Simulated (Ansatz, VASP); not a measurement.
# Si2Ni in two plane-wave programs, part 2 of 2

Wanted: the spread between two codes on one cell, functional and k mesh.

VASP 6.6.1 and Ansatz 0.2.0.

So far: Starting point; Ansatz: relaxation of cell and atoms, LDA.

## (3) VASP: relaxation of cell and atoms, LDA

Level of this step: LDA, spin-polarised from a ferromagnetic start (one magnetic atom a cell); plane waves and PAW (Ni, Si) (VASP).

The same cell, functional (in two slightly different forms), mesh and smearing now go to VASP, with its own data sets and cutoff.

Lines of VASP's logs that name or quote its potential files are left out, and so is its time.

INCAR

```
SYSTEM = Si2Ni
PREC = Accurate
ENCUT = 350
EDIFF = 1E-08
NELM = 120
ISMEAR = 1
SIGMA = 0.2
LREAL = .FALSE.
ALGO = Fast
GGA = CA
NBANDS = 16
ISPIN = 2
MAGMOM = 1 0 0
LMAXMIX = 4
LORBIT = 11
LWAVE = .FALSE.
LCHARG = .FALSE.
KPAR = 4
IBRION = 1
NSW = 30
ISIF = 3
EDIFFG = -0.002
POTIM = 0.4
```

POSCAR

```
Si2Ni
1.0
    0.0000000000      2.6790162956      2.6790162956
    2.6790162956      0.0000000000      2.6790162956
    2.6790162956      2.6790162956      0.0000000000
Ni Si
1 2
Direct
    0.0000000000      0.0000000000      0.0000000000
    0.7500000000      0.7500000000      0.7500000000
    0.2500000000      0.2500000000      0.2500000000
```

KPOINTS

```
Automatic mesh
0
Gamma
11 11 11
0 0 0
```

PAW data sets: Ni and Si (LDA family, release 64).

The run is started by

```
$ mpirun -np 4 vasp_std
```

Numbers of over 12 decimals in the logs are rounded to 6 here.

Output:

```text
[banner, memory and clock lines left out]
running    4 mpi-ranks, on    1 nodes
 distrk:  each k-point on    1 cores,    4 groups
 distr:  one band on    1 cores,    1 groups

 POSCAR found type information on POSCAR NiSi
 POSCAR found :  2 types and       3 ions
 LDA part: xc-table for (Slater(with rela. corr.)+CA(PZ))
 , standard interpolation
 POSCAR, INCAR and KPOINTS ok, starting setup
 FFT: planning ... GRIDC
 FFT: planning ... GRID_SOFT
 FFT: planning ... GRID
 WAVECAR not read
 entering main loop
       N       E                     dE             d eps       ncg     rms          rms(c)
DAV:   1     0.485085183084E+02    0.48509E+02   -0.57488E+03  3648   0.813E+02
DAV:   2    -0.193806387547E+02   -0.67889E+02   -0.62255E+02  4072   0.182E+02
DAV:   3    -0.218001693106E+02   -0.24195E+01   -0.23770E+01  4656   0.380E+01
DAV:   4    -0.218379563024E+02   -0.37787E-01   -0.37773E-01  4280   0.478E+00
DAV:   5    -0.218389325233E+02   -0.97622E-03   -0.97619E-03  4648   0.779E-01    0.171E+01
RMM:   6    -0.259991278516E+02   -0.41602E+01   -0.32805E+01  3600   0.672E+01    0.251E+01
RMM:   7    -0.200194325223E+02    0.59797E+01   -0.10455E+01  3584   0.377E+01    0.281E+00
RMM:   8    -0.199291326211E+02    0.90300E-01   -0.52970E-01  3584   0.662E+00    0.197E+00
RMM:   9    -0.198991198453E+02    0.30013E-01   -0.96888E-02  3584   0.292E+00    0.498E-01
RMM:  10    -0.199003166854E+02   -0.11968E-02   -0.12618E-02  3696   0.807E-01    0.313E-01
RMM:  11    -0.199003060504E+02    0.10635E-04   -0.21521E-03  3626   0.490E-01    0.183E-01
RMM:  12    -0.199004750639E+02   -0.16901E-03   -0.18866E-03  3591   0.489E-01    0.164E-01
RMM:  13    -0.199002466722E+02    0.22839E-03   -0.42425E-04  3719   0.223E-01    0.335E-02
RMM:  14    -0.199002472257E+02   -0.55357E-06   -0.15757E-04  3919   0.977E-02    0.228E-02
RMM:  15    -0.199002504123E+02   -0.31865E-05   -0.32694E-05  3865   0.372E-02    0.113E-02
RMM:  16    -0.199002501038E+02    0.30843E-06   -0.51966E-06  3920   0.159E-02    0.417E-03
RMM:  17    -0.199002501242E+02   -0.20333E-07   -0.10454E-06  3806   0.793E-03    0.203E-03
RMM:  18    -0.199002501490E+02   -0.24820E-07   -0.21813E-07  3533   0.278E-03    0.152E-03
RMM:  19    -0.199002501292E+02    0.19833E-07   -0.44560E-08  3131   0.228E-03    0.263E-04
RMM:  20    -0.199002501320E+02   -0.28670E-08   -0.13838E-08  2566   0.790E-04
   1 F= -.19900250E+02 E0= -.19900308E+02  d E =-.199003E+02  mag=     0.0000
[...]
2 F= -.19900522E+02 E0= -.19900510E+02  d E =-.272029E-03  mag=     0.0000
[...]
3 F= -.19900657E+02 E0= -.19900674E+02  d E =-.134389E-03  mag=     0.0000
 BRION: g(F)=  0.180E-44 g(S)=  0.227E-05 retain N=  1 mean eig= 0.56
 eig:   0.557
 bond charge predicted
       N       E                     dE             d eps       ncg     rms          rms(c)
DAV:   1    -0.199006659613E+02   -0.94111E-05   -0.59926E-05  4632   0.156E-01    0.267E-02
RMM:   2    -0.199006812196E+02   -0.15258E-04   -0.86108E-05  3584   0.105E-01    0.439E-02
RMM:   3    -0.199006584789E+02    0.22741E-04   -0.35787E-05  3584   0.726E-02    0.643E-03
RMM:   4    -0.199006581612E+02    0.31768E-06   -0.73421E-07  3584   0.918E-03    0.270E-03
RMM:   5    -0.199006581044E+02    0.56859E-07   -0.29345E-07  3583   0.513E-03    0.393E-04
RMM:   6    -0.199006581032E+02    0.12151E-08   -0.32809E-08  3065   0.186E-03
   4 F= -.19900658E+02 E0= -.19900673E+02  d E =-.155369E-05  mag=    -0.0000
 BRION: g(F)=  0.700E-46 g(S)=  0.564E-08 retain N=  1 mean eig= 0.59
 eig:   0.586
 reached required accuracy - stopping structural energy minimisation
```

OUTCAR, selected parts (step 3):

```text
ion  position               nearest neighbor table
   1  0.000  0.000  0.000-   2 2.32   2 2.32   2 2.32   3 2.32   3 2.32   3 2.32   3 2.32   2 2.32

  LATTYP: Found a face centered cubic cell.
 ALAT       =     5.3580325912

 Subroutine GETGRP returns: Found 48 space group operations
 (whereof 48 operations were pure point group operations)

The static configuration has the point symmetry O_h .

 Found     56 irreducible k-points:

   k-points           NKPTS =     56   k-points in BZ     NKDIM =     56   number of bands    NBANDS=     16

   dimension x,y,z NGX =    24 NGY =   24 NGZ =   24
   dimension x,y,z NGXF=    48 NGYF=   48 NGZF=   48

   ENCUT  =  350.0 eV  25.72 Ry    5.07 a.u.   5.78  5.78  5.78*2*pi/ulx,y,z

   NELECT =      18.0000    total number of electrons

 k-points in reciprocal lattice and weights: Automatic mesh
   0.00000000  0.00000000  0.00000000       0.001
   0.09090909  0.00000000  0.00000000       0.006
   0.18181818  0.00000000  0.00000000       0.006
   0.27272727  0.00000000  0.00000000       0.006
   0.36363636  0.00000000  0.00000000       0.006
   0.45454545  0.00000000  0.00000000       0.006
   0.09090909  0.09090909  0.00000000       0.005
   0.18181818  0.09090909  0.00000000       0.018
   0.27272727  0.09090909  0.00000000       0.018
[...]
-0.36363636  0.45454545  0.18181818       0.018
  -0.27272727  0.45454545  0.18181818       0.018

 average (electrostatic) potential at core
       1 -81.8674       2 -81.0280       3 -81.0280

 E-fermi :  10.8365

 spin component 1
 k-point     1 :       0.0000    0.0000    0.0000
  band No.  band energies     occupation
    ...
      3       5.3866      1.00000
      4       5.3866      1.00000
      5       7.1167      1.00000
      6       7.1167      1.00000
      7      10.6897      0.97108
      8      12.5744     -0.00000
      9      12.5744     -0.00000
     10      12.5744     -0.00000
     11      13.0618     -0.00000
     12      13.0618     -0.00000
    ...

 k-point     2 :       0.0909    0.0000    0.0000
  band No.  band energies     occupation
    ...
      3       5.4263      1.00000
      4       5.4263      1.00000
      5       7.0933      1.00000
      6       7.0933      1.00000
      7      10.3863      1.00328
      8      11.5505     -0.00000
      9      11.9599     -0.00000
     10      11.9599     -0.00000
     11      13.6830     -0.00000
     12      13.6830     -0.00000
    ...

 k-point     3 :       0.1818    0.0000    0.0000
  band No.  band energies     occupation
    ...
      3       5.5328      1.00000
      4       5.5328      1.00000
      5       7.0477      1.00000
      6       7.0477      1.00000
      7       9.1103      1.00000
      8      11.2100     -0.01197
      9      11.2100     -0.01197
     10      11.6911     -0.00000
     11      13.7245     -0.00000
     12      13.7245     -0.00000
    ...

 k-point     4 :       0.2727    0.0000    0.0000
  band No.  band energies     occupation
    ...
      5       7.0428      1.00000
      6       7.0428      1.00000
      7       7.9815      1.00000
      8      10.4804      1.01520
      9      10.4804      1.01520
     10      12.1136     -0.00000
     11      13.2075     -0.00000
     12      13.2075     -0.00000
     13      14.1946     -0.00000
     14      16.6489      0.00000
    ...

 k-point     5 :       0.3636    0.0000    0.0000
  band No.  band energies     occupation
    ...
      5       7.1364      1.00000
      6       7.1364      1.00000
      7       7.2739      1.00000
      8       9.8231      1.00000
      9       9.8231      1.00000
     10      12.4385     -0.00000
     11      12.8473     -0.00000
     12      12.8473     -0.00000
     13      13.7802     -0.00000
     14      18.1658      0.00000
    ...

 k-point     6 :       0.4545    0.0000    0.0000
  band No.  band energies     occupation
    ...
      5       6.9468      1.00000
      6       7.2749      1.00000
      7       7.2749      1.00000
      8       9.3882      1.00000
      9       9.3882      1.00000
     10      12.5853     -0.00000
     11      12.6794     -0.00000
     12      12.6794     -0.00000
     13      13.5815     -0.00000
     14      19.7156      0.00000
    ...

  Total       -0.0003823     -0.0003823     -0.0003823      0.0000000      0.0000000      0.0000000
  in kB       -0.0159967     -0.0159967     -0.0159967      0.0000000      0.0000000      0.0000000
  external PRESSURE =      -0.0159967 kB  Pullay stress =       0.0000000 kB

  energy-cutoff  :      350.00
  volume of cell :       38.29
      direct lattice vectors                 reciprocal lattice vectors
     0.000000000  2.675141870  2.675141870    -0.186905975  0.186905975  0.186905975
     2.675141870 -0.000000000  2.675141870     0.186905975 -0.186905975  0.186905975
     2.675141870  2.675141870  0.000000000     0.186905975  0.186905975 -0.186905975

 POSITION                                       TOTAL-FORCE (eV/Angst)
 -----------------------------------------------------------------------------------
      0.00000     -0.00000      0.00000         0.000000     -0.000000     -0.000000
      4.01271      4.01271      4.01271        -0.000000      0.000000      0.000000
      1.33757      1.33757      1.33757        -0.000000      0.000000     -0.000000
 -----------------------------------------------------------------------------------
    total drift:                               -0.000000      0.000000      0.000000

  FREE ENERGIE OF THE ION-ELECTRON SYSTEM (eV)
  ---------------------------------------------------
  free  energy   TOTEN  =       -19.9006581032 eV

  energy  without entropy=      -19.9007041673  energy(sigma->0) =      -19.90067346

 reached required accuracy - stopping structural energy minimisation

 total charge
# of ion       s       p       d       tot
------------------------------------------
    1        0.581   0.847   8.479   9.907
    2        0.745   0.872   0.000   1.617
    3        0.745   0.872   0.000   1.617
--------------------------------------------------
tot          2.070   2.591   8.479  13.140

 magnetization (x)
# of ion       s       p       d       tot
------------------------------------------
    1       -0.000   0.000  -0.000  -0.000
    2       -0.000  -0.000   0.000  -0.000
    3       -0.000  -0.000   0.000  -0.000
--------------------------------------------------
tot         -0.000  -0.000  -0.000  -0.000

[... 1 further part left out ...]
```

CONTCAR:

```
Si2Ni
   1.00000000000000
     0.0000000000000000    2.6751418704548962    2.6751418704548962
     2.6751418704548962   -0.0000000000000000    2.6751418704548962
     2.6751418704548962    2.6751418704548962    0.0000000000000000
  Ni              Si
     1     2
Direct
    -0.0000000000000000    0.0000000000000000    0.0000000000000000
     0.7500000000000000    0.7500000000000000    0.7500000000000000
     0.2500000000000000    0.2500000000000000    0.2500000000000000
```

The moments of VASP's start collapse, so its state is non-magnetic. The run keeps the 48 symmetry operations of its start, so it cannot find a distortion of lower symmetry.

## (4) Comparison

Known differences besides the potentials themselves: the two LDA forms differ slightly; both relaxations stop at a tolerance, which leaves soft axes loose, and VASP keeps its plane-wave basis; the data sets hold 26 valence electrons in Ansatz (default PAW (the set named soft_2) files) and 18 in VASP; the cutoff is 420 eV in Ansatz and 350 eV in VASP; VASP's log shows a relativistic correction to its local exchange, Ansatz's none; Ansatz adds a Pulay correction to the stress that steers its cell, VASP none. Total energies have different zeros and are not compared.

Compared:

```csv
quantity,Ansatz,VASP,difference
volume (Å³),38.29,38.29,-0.01 %
"edge a after relaxation, in the typed setting (Å)",3.783,3.783,+0.00 %
```

The walks stopped with 0.00 GPa left in Ansatz and 0.00 GPa in VASP; each walk ends within a tolerance, so the volume difference is uncertain by about these residues over the bulk modulus, most in soft cells.

## (5) Outcome

| Item | Value |
| --- | --- |
| difference in volume (relaxation of cell and atoms, LDA) | -0.0058 % |

The difference in volume is -0.0058 % (relaxation of cell and atoms, LDA), within the 1.2 % picked in this series as the mark of a large difference, as far as the stopping tolerances let one tell. Such differences can come from data sets, numerical settings and the points named under the comparisons, not from the functional's error against experiment.

[Lines on the potential files, build, host, timing and source positions are cut from VASP's logs without a mark.]

[Logs are printed without paths, hosts, clocks, repeated set-up lines and the standing remarks that a program may print on its own settings, such as how far it seeks lower states.]

[Hosts, paths, dates, database ids (printed as entryN), source tags and the programs' standing remarks are cut or masked in the printed files.]
